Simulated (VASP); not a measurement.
Given:

```xyz
2
Lattice="0.0000 2.6244 2.6244 2.6244 0.0000 2.6244 2.6244 2.6244 0.0000" Properties=species:S:1:pos:R:3 pbc="T T T"
K      0.0000     0.0000     0.0000
F      2.6244     2.6244     2.6244
```

The numbers are results of PBE GGA, VASP's PBE PAW potentials (set 64) (plane waves; VASP), not measurements. Numerical set-up: 400 eV cut-off, 6×6×6 Γ-centred mesh, Gaussian smearing of 0.010 eV, potentials K_sv F.

At this cut-off the stress carries a Pulay error, which pulls relaxed volumes low.

### Question
Give the stress tensor in GPa (positive for a compressed cell).

### Answer

```
-1.29   0.00   0.00
 0.00  -1.29   0.00
 0.00   0.00  -1.29
```
The pressure is its mean diagonal, -1.29 GPa.

The structure comes from a computed database's KF entry; how it stands against other phases isn't given here. The cell was not relaxed at this level.
